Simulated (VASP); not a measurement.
Write the native input for VASP 6.6.1 that does the following.

```
Task                   : relaxation of cell and atoms
Functional             : PBE
Dispersion             : D3(BJ)
Potentials or basis    : VASP PAW PBE potentials, release 64 (Ga_d)
Cutoff                 : 600 eV
k mesh                 : 12 × 12 × 10
Occupations            : methfessel-paxton, width 0.1 eV
Spin                   : no spin polarisation
Further INCAR settings : ALGO = Normal; EDIFF = 1e-07; IBRION = 2; EDIFFG = -0.005; NSW = 90; ISIF = 3
```

The structure of Ga lies in POSCAR:

```
Ga                                      
1.0
    2.2466194458     -3.8221540705     -0.0000000000
    2.2466194458      3.8221540705      0.0000000000
    0.0000000000     -0.0000000000      4.5211696253
  Ga            
     4
Direct
     0.8441232238196700    0.1558767761803301    0.0818479218235132
     0.6558767761803300    0.3441232238196699    0.5818479218235131
     0.1558767761803301    0.8441232238196700    0.9181520781764869
     0.3441232238196699    0.6558767761803300    0.4181520781764868
```

One way to write it, as run:

INCAR

```
PREC = Accurate ; ENCUT = 600
EDIFF = 1E-7 ; ISMEAR = 1
SIGMA = 0.1 ; LREAL = False
LASPH = True ; NELM = 80
ALGO = Normal ; ISIF = 3
LWAVE = False ; LCHARG = False
GGA = PE ; IVDW = 12
IBRION = 2 ; NSW = 90
EDIFFG = -0.005 ; KPAR = 2
```

KPOINTS

```
regular mesh
0
Gamma
  12 12 10
```

Potentials or basis: VASP PAW PBE potentials, release 64 (Ga_d).

Run with:

```sh
$ cat potpaw_PBE.64/Ga_d/POTCAR > POTCAR
$ mpirun -np 2 vasp_std > vasp.out
```

It gave:

- Relaxed volume: 19.43 Å³/atom
- Relaxed cell: a = 4.435 Å, b = 4.435 Å, c = 4.520 Å, α = 90.00°, β = 90.00°, γ = 119.09°
- Space group after relaxing (to 0.05 Å): Cmce (No. 64)
- Energy gained by relaxing: 0.0 meV/atom
- Ionic steps: 4
- Pressure after relaxing: 0.0 GPa
- Largest force after relaxing: 0.005 eV/Å
- Band gap on the k mesh: none (metal or under the smearing width)
- Dispersion energy per atom: -0.298 eV

Caveat: pairwise dispersion overbinds metals, which lowers pressure and volume.

Run time: 11 min on 2 MPI ranks on Intel(R) Xeon(R) Platinum 8488C (Sapphire Rapids) (shared host), peak memory 0.62 GiB a rank.
